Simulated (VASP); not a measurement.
These are PBE GGA, VASP's PBE PAW potentials (set 64) (plane waves; VASP) values and carry that method's errors.

The input files of a VASP run:

POSCAR:
```
MgO
1.0
  0.0000000000   2.0814553290   2.0814553290
  2.0814553290   0.0000000000   2.0814553290
  2.0814553290   2.0814553290   0.0000000000
Mg O
1 1
Cart
  0.0000000000   0.0000000000   0.0000000000
  2.0814553290   2.0814553290   2.0814553290
```

KPOINTS:
```
K-points
0
G
11 11 11
```

**INCAR**
```
ALGO=Normal
EDIFF=1E-6
EDIFFG=-0.02
ENCUT=620
GGA=PE
IBRION=2
ISIF=3
ISMEAR=0
LASPH=T
LCHARG=F
LREAL=F
LWAVE=F
NELM=100
NSW=40
PREC=Accurate
PSTRESS=100
SIGMA=0.05
SYSTEM=MgO
```

POTCAR, in this order: Mg O (PBE.64 set). Program: vasp_std.

Question: What will the output report for the number of irreducible k-points (NKPTS), largest plane-wave count, number of space-group operations, FFT grid (NGX, NGY, NGZ)?

Answer: 
```
Item                                           Value
--------------------------------------  ------------
number of irreducible k-points (NKPTS)            56
largest plane-wave count                         642
number of space-group operations                  48
FFT grid (NGX, NGY, NGZ)                24 × 24 × 24
```

The compound is MgO in the rock salt structure. It was relaxed first under an external pressure of 10 GPa.
